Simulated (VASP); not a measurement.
Here is the system:

```yaml
crystal:
  lattice:
    - [4.59471, 0.00000, 0.00000]
    - [0.00000, 4.59471, 0.00000]
    - [0.00000, 0.00000, 2.94372]
  atoms:
    - { symbol: Ti, position: [0.00000, 0.00000, 0.00000] }
    - { symbol: Ti, position: [0.50000, 0.50000, 0.50000] }
    - { symbol: O, position: [0.30427, 0.30427, 0.00000] }
    - { symbol: O, position: [0.80427, 0.19573, 0.50000] }
    - { symbol: O, position: [0.19573, 0.80427, 0.50000] }
    - { symbol: O, position: [0.69573, 0.69573, 0.00000] }
```

The numbers are results of PBEsol GGA, VASP's PBE PAW potentials (set 64) (plane waves; VASP), not measurements. Settings: 520 eV cut-off, 6×6×8 Γ-centred mesh, tetrahedra with Blöchl corrections, potentials Ti_sv O.

The cores are frozen, which limits the accuracy of field gradients.

**Question.** Give the principal components of the electric field gradient (V/Å²) and the asymmetry η at each nucleus.

**Answer.** 
```
atom    Vxx   Vyy    Vzz     η
----  -----  ----  -----  ----
Ti1    14.7   5.1  -19.7  0.49
Ti2    14.7   5.1  -19.7  0.49
O3    -19.9  -2.0   21.9  0.82
O4    -19.9  -2.0   21.9  0.82
O5    -19.9  -2.0   21.9  0.82
O6    -19.9  -2.0   21.9  0.82
```

The compound is TiO2 in the rutile structure. It was relaxed first.
